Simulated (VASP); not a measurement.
VASP runs on PtAs2 (space group Pa-3) share one base input (LDA (Ceperley-Alder, Perdew-Zunger), plane waves, VASP's LDA PAW potentials (set 64)) and change the settings named in each case.

File KPOINTS:
```
Automatic mesh
0
Gamma
3 3 3
0 0 0
```

POSCAR:
```
PtAs2
1
    6.0297000000     0.0000000000     0.0000000000
    0.0000000000     6.0297000000     0.0000000000
    0.0000000000     0.0000000000     6.0297000000
As Pt
8 4
Direct
  0.6170000000   0.8830000000   0.1170000000
  0.1170000000   0.6170000000   0.8830000000
  0.6170000000   0.6170000000   0.6170000000
  0.3830000000   0.3830000000   0.3830000000
  0.8830000000   0.1170000000   0.6170000000
  0.8830000000   0.3830000000   0.1170000000
  0.1170000000   0.8830000000   0.3830000000
  0.3830000000   0.1170000000   0.8830000000
  0.0000000000   0.5000000000   0.5000000000
  0.5000000000   0.0000000000   0.5000000000
  0.0000000000   0.0000000000   0.0000000000
  0.5000000000   0.5000000000   0.0000000000
```

**INCAR**
```
! general
SYSTEM   =  PtAs2
PREC     =  Accurate
ENCUT    =  300
LREAL    =  .FALSE.
LASPH    =  .TRUE.

! electronic loop
EDIFF    =  1E-6
NELM     =  100
ALGO     =  Normal
LMAXMIX  =  6

! smearing
ISMEAR   =  0
SIGMA    =  0.02

! ions
ISIF     =  2

! output
LWAVE    =  .FALSE.
LCHARG   =  .FALSE.
```

POTCAR, in this order: As Pt (LDA.64 set). Program: vasp_std.

```tsv
change	E(σ→0) (eV/atom)	pressure (GPa)
base run	-6.6398	-6.09
KPOINTS 1×1×1 Γ-centred mesh	-7.2078	-12.04
ENCUT = 345	-6.6375	___
GGA = PE, POTCAR As Pt (PBE.64 set)	-5.6573	___
ISYM = 0	-6.6398	-6.09
KPOINTS 2×2×2 Γ-centred mesh	-6.6103	-6.64
```

**Question.** Some entries are withheld; supply them.

**Answer.** 
- GGA = PE, POTCAR As Pt (PBE.64 set), pressure (GPa): 1.83
- ENCUT = 345, pressure (GPa): -6.11

Energies of different potentials or functionals have different zeros.  Unless said otherwise, spin-orbit coupling is left out, though it shifts the bands of the heavy elements here.

Left out are runs that ran out of time, are held back, or changed the cell or the kind of run, fixed moments of cells without a moment, rows past the twelfth, gaps on odd meshes, pressures of charged cells and columns that move by less than the noise.

The structure is a typed PtAs2 crystal. The cell was not relaxed at this level, its lattice was scaled by up to 2.5 %.
